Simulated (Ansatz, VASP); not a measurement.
## Cross-check of Al between VASP and Ansatz

One calculation is typed for both programs; each brings its own data sets and cutoff. How far apart do they land?

Main program and level: Ansatz 0.2.0; plane waves, with VASP 6.6.1 beside it; relaxation of cell and atoms at PBE.

## 1. Set-up

Symmetry: Fm-3m, No. 225, cubic system. Conventional cell: a = 4.034 Å, b = 4.034 Å, c = 4.034 Å, α = 90.00°, β = 90.00°, γ = 90.00°. Nearest to Al lie 12 Al at 2.85 Å.

## 2. VASP: relaxation of cell and atoms, PBE

The relaxed volume is the usual yardstick between codes: its relative difference is about their pressure difference at one cell divided by the bulk modulus.

Lines of VASP's logs that name or quote its potential files are left out, and so is its time.

File INCAR:

```
SYSTEM = Al
PREC = Accurate
ENCUT = 520
EDIFF = 1E-06
NELM = 100
ISMEAR = -1
SIGMA = 0.05
LREAL = .FALSE.
ALGO = Normal
GGA = PE
NBANDS = 7
LORBIT = 11
LWAVE = .FALSE.
LCHARG = .FALSE.
KPAR = 2
IBRION = 2
NSW = 60
ISIF = 3
EDIFFG = -0.01
```

File POSCAR:

```
Al
1.0
    0.0000000000      2.0169500000      2.0169500000
    2.0169500000      0.0000000000      2.0169500000
    2.0169500000      2.0169500000      0.0000000000
Al
1
Direct
    0.0000000000      0.0000000000      0.0000000000
```

File KPOINTS:

```
Automatic mesh
0
Gamma
9 9 9
0 0 0
```

PAW data sets: Al (PBE family, release 64).

Launch:

```bash
$ mpirun -np 2 vasp_std
```

Numbers of over 12 decimals in the logs are rounded to 6 here.

Output:

```text
[banner, memory and clock lines left out]
running    2 mpi-ranks, on    1 nodes
 distrk:  each k-point on    1 cores,    2 groups
 distr:  one band on    1 cores,    1 groups

 POSCAR found type information on POSCAR Al
 POSCAR found :  1 types and       1 ions
 LDA part: xc-table for (Slater+PW92), standard interpolation
 POSCAR, INCAR and KPOINTS ok, starting setup
 FFT: planning ... GRIDC
 FFT: planning ... GRID_SOFT
 FFT: planning ... GRID
 WAVECAR not read
 entering main loop
       N       E                     dE             d eps       ncg     rms          rms(c)
DAV:   1    -0.227381810210E+01   -0.22738E+01   -0.92369E+02   497   0.240E+02
DAV:   2    -0.372858080854E+01   -0.14548E+01   -0.13661E+01   637   0.196E+01
DAV:   3    -0.374016821717E+01   -0.11587E-01   -0.11586E-01   686   0.199E+00
DAV:   4    -0.374019174983E+01   -0.23533E-04   -0.23532E-04   784   0.748E-02
DAV:   5    -0.374019175331E+01   -0.34801E-08   -0.36010E-08   693   0.874E-04    0.131E+00
DAV:   6    -0.372741242203E+01    0.12779E-01   -0.15519E-03   686   0.217E-01    0.764E-01
DAV:   7    -0.371803415171E+01    0.93783E-02   -0.47002E-03   595   0.353E-01    0.146E-01
DAV:   8    -0.371803036296E+01    0.37888E-05   -0.15690E-05   735   0.317E-02    0.783E-03
DAV:   9    -0.371802891451E+01    0.14484E-05   -0.76652E-07   714   0.441E-03    0.720E-04
DAV:  10    -0.371802852903E+01    0.38548E-06   -0.34054E-09   427   0.458E-04
   1 F= -.37180285E+01 E0= -.37153960E+01  d E =-.371803E+01
 curvature:   0.00 expect dE= 0.000E+00 dE for cont linesearch  0.000E+00
 trial: gam= 0.00000 g(F)=  0.189E-65 g(S)=  0.768E-03 ort = 0.000E+00 (trialstep = 0.100E+01)
 search vector abs. value=  0.768E-03
 bond charge predicted
       N       E                     dE             d eps       ncg     rms          rms(c)
DAV:   1    -0.371837768671E+01   -0.34877E-03   -0.53582E-03   588   0.331E-01    0.581E-02
DAV:   2    -0.371835366485E+01    0.24022E-04   -0.32654E-05   637   0.465E-02    0.230E-02
DAV:   3    -0.371833622756E+01    0.17437E-04   -0.47117E-06   623   0.100E-02    0.631E-03
DAV:   4    -0.371833495935E+01    0.12682E-05   -0.35866E-07   392   0.274E-03    0.386E-03
DAV:   5    -0.371833491882E+01    0.40532E-07   -0.17178E-08   273   0.827E-04
   2 F= -.37183349E+01 E0= -.37157714E+01  d E =-.306390E-03
 trial-energy change:   -0.000306  1 .order   -0.000311   -0.000768    0.000145
 step:   0.8367(harm=  0.8412)  dis= 0.00000  next Energy=    -3.718347 (dE=-0.318E-03)
 bond charge predicted
       N       E                     dE             d eps       ncg     rms          rms(c)
DAV:   1    -0.371834758030E+01   -0.12621E-04   -0.14394E-04   616   0.543E-02    0.966E-03
DAV:   2    -0.371834713774E+01    0.44257E-06   -0.86122E-07   553   0.757E-03
   3 F= -.37183471E+01 E0= -.37157735E+01  d E =-.318609E-03
 curvature:  -0.42 expect dE=-0.475E-07 dE for cont linesearch -0.475E-07
 trial: gam= 0.00000 g(F)=  0.135E-64 g(S)=  0.113E-06 ort =-0.932E-05 (trialstep = 0.967E+00)
 search vector abs. value=  0.113E-06
 reached required accuracy - stopping structural energy minimisation
```

From OUTCAR (step 2):

```text
ion  position               nearest neighbor table
   1  0.000  0.000  0.000-

  LATTYP: Found a face centered cubic cell.
 ALAT       =     4.0339000000

 Subroutine GETGRP returns: Found 48 space group operations
 (whereof 48 operations were pure point group operations)

The static configuration has the point symmetry O_h .

 Found     35 irreducible k-points:

   k-points           NKPTS =     35   k-points in BZ     NKDIM =     35   number of bands    NBANDS=      7

   dimension x,y,z NGX =    24 NGY =   24 NGZ =   24
   dimension x,y,z NGXF=    48 NGYF=   48 NGZF=   48

   ENCUT  =  520.0 eV  38.22 Ry    6.18 a.u.   5.30  5.30  5.30*2*pi/ulx,y,z

   NELECT =       3.0000    total number of electrons

 k-points in reciprocal lattice and weights: Automatic mesh
   0.00000000  0.00000000  0.00000000       0.001
   0.11111111  0.00000000  0.00000000       0.011
   0.22222222  0.00000000  0.00000000       0.011
   0.33333333  0.00000000  0.00000000       0.011
   0.44444444  0.00000000  0.00000000       0.011
   0.11111111  0.11111111  0.00000000       0.008
   0.22222222  0.11111111  0.00000000       0.033
   0.33333333  0.11111111  0.00000000       0.033
   0.44444444  0.11111111  0.00000000       0.033
[...]
-0.33333333  0.44444444  0.11111111       0.033
  -0.33333333  0.44444444  0.22222222       0.033

 average (electrostatic) potential at core
       1 -72.6572

 E-fermi :   7.9377

 k-point     1 :       0.0000    0.0000    0.0000
  band No.  band energies     occupation
      1      -3.1454      2.00000
      2      20.5669      0.00000
      3      20.5669      0.00000
      4      20.5669      0.00000
      5      22.0340      0.00000
      6      22.0340      0.00000
    ...

 k-point     2 :       0.1111    0.0000    0.0000
  band No.  band energies     occupation
      1      -2.8108      2.00000
      2      16.8281      0.00000
      3      19.7381      0.00000
      4      19.7381      0.00000
      5      22.6810      0.00000
      6      23.3531      0.00000
    ...

 k-point     3 :       0.2222    0.0000    0.0000
  band No.  band energies     occupation
      1      -1.8116      2.00000
      2      12.4381      0.00000
      3      18.9645      0.00000
      4      18.9645      0.00000
      5      22.3510      0.00000
      6      23.1919      0.00000
    ...

  Total       -0.0008839     -0.0008839     -0.0008839     -0.0000000      0.0000000     -0.0000000
  in kB       -0.0855442     -0.0855442     -0.0855442     -0.0000000      0.0000000     -0.0000000
  external PRESSURE =      -0.0855442 kB  Pullay stress =       0.0000000 kB

  energy-cutoff  :      520.00
  volume of cell :       16.56
      direct lattice vectors                 reciprocal lattice vectors
     0.000000000  2.022879578  2.022879578    -0.247172400  0.247172400  0.247172400
     2.022879578 -0.000000000  2.022879578     0.247172400 -0.247172400  0.247172400
     2.022879578  2.022879578  0.000000000     0.247172400  0.247172400 -0.247172400

 POSITION                                       TOTAL-FORCE (eV/Angst)
 -----------------------------------------------------------------------------------
      0.00000      0.00000      0.00000         0.000000      0.000000      0.000000
 -----------------------------------------------------------------------------------
    total drift:                               -0.000000      0.000000     -0.000000

  FREE ENERGIE OF THE ION-ELECTRON SYSTEM (eV)
  ---------------------------------------------------
  free  energy   TOTEN  =        -3.7183471377 eV

  energy  without entropy=       -3.7131998944  energy(sigma->0) =       -3.71577352

 reached required accuracy - stopping structural energy minimisation

 total charge
# of ion       s       p       d       tot
------------------------------------------
    1        0.429   0.338   0.000   0.767

[... 3 further parts left out ...]
```

CONTCAR:

```
Al
   1.00000000000000
     0.0000000000000000    2.0228795776265893    2.0228795776265893
     2.0228795776265893   -0.0000000000000000    2.0228795776265893
     2.0228795776265893    2.0228795776265893    0.0000000000000000
  Al
     1
Direct
     0.0000000000000000    0.0000000000000000    0.0000000000000000
```

## 3. Ansatz: relaxation of cell and atoms, PBE

Ansatz runs on its default PAW (the set named soft_2) files.

The same cell, functional, mesh and smearing now go to Ansatz, which takes its cutoff from its data sets.

File input.yaml:

```yaml
crystal:
  lattice:
    - [0.0, 2.01695, 2.01695]
    - [2.01695, 0.0, 2.01695]
    - [2.01695, 2.01695, 0.0]
  atoms:
    - { symbol: Al, position: [0.0, 0.0, 0.0] }
hamiltonian:
  xc: pbe
  pseudopotentials: { kind: paw }
kpoints:
  mp_grid: { grid: [9, 9, 9] }
scf:
  occupations: { method: fermi_dirac, width: 0.05 }
relax:
  f_tol: 0.01
  max_steps: 60
  cell: { stress_tol: 0.05 }
output:
  forces: true
  stress: true
```

Launch:

```bash
$ ansatz run input.yaml --threads 4 --pin off --max-ram 9216MiB --backend cpu --events-out ev --progress --plain --runs-dir out
```

Output:

```text
Engine: ansatz 0.2.0, aarch64-unknown-linux-gnu
Pseudopotentials: kind: paw
Pseudopotential: Al, paw, valence charge 3, recommended cutoff 420 eV (normal), Al.paw.azcp
Functional definition: PBE
  parameter kappa = 0.804
  parameter beta = 0.066725
  exchange = pbe_x(kappa = kappa, mu = beta*pi^2/3)
  correlation = pbe_c(beta = beta)
Crystal: 1 atoms, lattice volume = 16.410 Å³
Basis set: ecut = 420 eV, 331 PW (Γ), exchange–correlation on 40×40×40 points (8 copies of the dense FFT grid, shifted against one another)
Bands: 6, of which v1, the nominal top of the filled ones, is band 2 counted from 1 (1 counted from 0)
Symmetry: 48 space group operations
Space group: Fm-3m (ITA 225), of the structure as read, at distance tolerance 2.5e-5 Å
k-points: 35 of 729
Non-local potential: Al, projectors of the file, l = 0: 2, l = 1: 2, l = 2: 1
PAW form: soft (Blöchl's): semilocal exchange-correlation on the pseudo side does not see the compensation charge
PAW one-centre angular grid: Al, 110 points (default); XC on 64 Gauss nodes
Initial density: superposition of atomic densities (neutral atoms: chi_scale 0, normalization atom), corrected by the library's trained network
Initial wavefunctions: pseudopotential atomic-orbital guess
Functional: x = pbe(κ = 0.804, μ = 0.219515), c = pbe(β = 0.066725)
SCF iter   1: F=—  HF=-537.474550 eV  |F-HF|=—  |Δ(HF+E_count)|=         —  Δρ=6.58e-4  dr2=5.00e-5  ethr=1.77e-3  ⟨swp⟩=4.7  Hψ=1812  notcnv=0
preconditioner: auto → none  [insulator: Δε(μ)=0.140 eV  Ē_g=13.251 eV  σ=0.050 eV  W_gap=0.56  n_scr=0 (ndim 8)  ℏωp=15.9 eV  f_vac=0.000  D(μ)=0.68/eV (n_scr^D=8)  ε∞_Penn≈2.4]
SCF iter   2: F=—  HF=-537.474589 eV  |F-HF|=—  |Δ(HF+E_count)|=   3.88e-5  Δρ=3.03e-4  dr2=9.03e-6  ethr=1.67e-6  ⟨swp⟩=1.7  Hψ=516  notcnv=0
iter 3 did not close the SCF: its close was put off for the readings that it lacked (scf_convergence_deferred on its scf_iter line)
SCF iter   3: F=-537.474598 eV  HF=-537.474597 eV  |F-HF|=4.97e-8  |Δ(HF+E_count)|=   8.55e-6  Δρ=2.55e-5  dr2=6.48e-8  ethr=3.01e-7  ⟨swp⟩=1.0  Hψ=195  notcnv=0
iter 4 did not close the SCF: its close was put off for the readings that it lacked (scf_convergence_deferred on its scf_iter line)
SCF iter   4: F=-537.474598 eV  HF=-537.474598 eV  |F-HF|=1.35e-10  |Δ(HF+E_count)|=   4.44e-8  Δρ=1.32e-6  dr2=1.55e-10  ethr=2.16e-9  ⟨swp⟩=1.0  Hψ=196  notcnv=0
iter 5 did not close the SCF: its close was put off for the readings that it lacked (scf_convergence_deferred on its scf_iter line)
SCF iter   5: F=-537.474598 eV  HF=-537.474598 eV  |F-HF|=3.41e-13  |Δ(HF+E_count)|=  2.56e-10  Δρ=1.28e-7  dr2=2.07e-12  ethr=5.15e-12  ⟨swp⟩=1.9  Hψ=233  notcnv=0
SCF iter   6: F=-537.474598 eV  HF=-537.474598 eV  |F-HF|=0.00e0  |Δ(HF+E_count)|=  3.41e-13  Δρ=5.91e-9  dr2=4.54e-15  ethr=1.00e-12  ⟨swp⟩=1.0  Hψ=495  notcnv=0
SCF 1 converged in 6 iterations: F = -537.474598 eV  dr2 = 4.54e-15
  greatest PAW one-centre occupation: 0.447 electrons in one spin orbital (limit 2), on the Al atom at site 0 (counted from 0), in its partial waves of l = 0
relax step   1: F+E_penalty+E_count = -537.47459750 eV  Δ(F+E_penalty+E_count) = +0.000e0 eV  max|allowed force component| = 0.000e0 eV/Å  Δτ_max = 0.0000 Å  P = +0.750 GPa  Ω = 16.410 Å³  (6 SCF iters, dr2 threshold 1.00e-7 eV, accepted)
[...]
relax step   2: F+E_penalty+E_count = -537.47486460 eV  Δ(F+E_penalty+E_count) = -2.671e-4 eV  max|allowed force component| = 0.000e0 eV/Å  Δτ_max = 0.0000 Å  P = -0.105 GPa  Ω = 16.585 Å³  energy of the carried Pulay correction = -8.002e-5 eV  (3 SCF iters, dr2 threshold 1.00e-7 eV, accepted)
[...]
relax step   3: F+E_penalty+E_count = -537.47488171 eV  Δ(F+E_penalty+E_count) = -1.711e-5 eV  max|allowed force component| = 0.000e0 eV/Å  Δτ_max = 0.0000 Å  P = -0.001 GPa  Ω = 16.563 Å³  energy of the carried Pulay correction = -7.012e-5 eV  (3 SCF iters, dr2 threshold 2.77e-8 eV, accepted)
[...]
relax step   4: F+E_penalty+E_count = -537.47495512 eV  Δ(F+E_penalty+E_count) = -7.342e-5 eV  max|allowed force component| = 0.000e0 eV/Å  Δτ_max = 0.0000 Å  P = +0.005 GPa  Ω = 16.563 Å³  stress off target by 5.38e-3 GPa  SCF on the basis re-selected at this cell (its energy is not comparable with the rows above)  (3 SCF iters)
basis re-selected at this cell: Δ(F+E_penalty+E_count) = -7.342e-5 eV, ΔP = +0.007 GPa vs the last step (what re-selecting the basis moved, of the pressure what is left beyond the Pulay correction that the steps carried, after the strain that the cell walked since its last selection, with what the two solves' SCF thresholds leave and, on support functions, any second-order correction that the steps lacked; it is no measure of the basis error at this ecutwfc). This SCF's stress stands 5.38e-3 GPa from its target on what of the cell is left free (relax.cell.stress_tol is 5.00e-2 GPa) and its largest allowed force component is 0.00e0 eV/Å (relax.f_tol is 1.00e-2 eV/Å): [rest of the remark cut]
SCF converged after 3 iterations
Free energy (F): -537.474955 eV
Harris-Foulkes:  -537.474955 eV  (|F-HF|=2.31e-11)
Internal energy: -537.469809 eV  (E = F + TS)
E sigma→0 (E₀):  -537.472382 eV
Entropy (-TS):   -0.005146 eV (-5.146 meV/atom)
Fermi energy:    7.875446 eV
--- Per-component energies (eV) ---
  E_band       = 10.515840
  E_kinetic    = 22.747357
  E_local      = 9.823044  (includes V_loc(G=0)·N_el)
  E_nonlocal   = 10.316138
  E_hartree    = 0.105414
  E_xc         = -39.707606
  E_vxc        = -28.925125  (∫ρ·V_xc dr)
  E_paw        = -467.332511  (= ΣΔE_a)
  E_vpaw       = -3.656398  (= ΣTr[D̂ρ^β])
  E_aug_tail   = -0.000002  (compensation charges beyond the density's cutoff)
  E_ewald      = -73.421643
  E_smearing   = -0.005146  (= −TS)
  E_closure    = 0.000000  (closes the sum)
  Σ components = -537.474955   (vs F -537.474955, Δ=0.00e0)
--- Forces (eV/Å), atoms counted from 1 ---
  atom   1  Al    -0.00000000    -0.00000000    -0.00000000
  max |Σ_I F_I| component: 6.16e-33 eV/Å
--- Stress (GPa, compression-positive) ---
        0.005378       0.000000       0.000000
        0.000000       0.005378       0.000000
        0.000000       0.000000       0.005378
  P = ⅓ Tr σ = 0.0054 GPa (0.054 kbar)
--- Relaxed structure (3 steps of the walk, 3 accepted, 1 SCFs on fresh bases) ---
  F+E_penalty+E_count = -537.47495512 eV   max|allowed force component| = 0.000e0 eV/Å   (the final SCF, on the basis selected at the relaxed cell)
  cell:  # Å, volume = 16.5630 Å³
    - [0, 2.023189, 2.023189]
    - [2.023189, 0, 2.023189]
    - [2.023189, 2.023189, 0]
  atoms:
    - { symbol: Al, position: [0.0, 0.0, 0.0] }
```

Elapsed: 0.93 s, on 4 threads of Arm Neoverse N1, shared host; peak memory 0.24 GiB.

## 4. Side by side

Known differences besides the potentials themselves: both relaxations stop at a tolerance, which leaves soft axes loose, and VASP keeps its plane-wave basis; the cutoff is 420 eV in Ansatz and 520 eV in VASP; VASP leaves aspherical gradient terms in its spheres out (LASPH is not set), Ansatz keeps them; Ansatz adds a Pulay correction to the stress that steers its cell, VASP none. Total energies have different zeros and are not compared.

Both answers:

```csv
quantity,Ansatz,VASP,difference
volume (Å³),16.56,16.56,+0.05 %
"edge a after relaxation, in the typed setting (Å)",2.861,2.861,+0.01 %
```

The walks stopped with 0.01 GPa left in Ansatz and -0.01 GPa in VASP; each walk ends within a tolerance, so the volume difference is uncertain by about these residues over the bulk modulus, most in soft cells.

## 5. Results

```json
{
 "difference in volume (relaxation of cell and atoms, PBE)": "0.046 %"
}
```

The difference in volume is 0.046 % (relaxation of cell and atoms, PBE), within the 1.2 % picked in this series as the mark of a large difference, as far as the stopping tolerances let one tell. How closely two codes agree says nothing of how well the functional describes the real material.

[Lines on the potential files, build, host, timing and source positions are cut from VASP's logs without a mark.]

[Logs are printed without paths, hosts, clocks, repeated set-up lines and the standing remarks that a program may print on its own settings, such as how far it seeks lower states.]

[Hosts, paths, dates, database ids (printed as entryN), source tags and the programs' standing remarks are cut or masked in the printed files.]
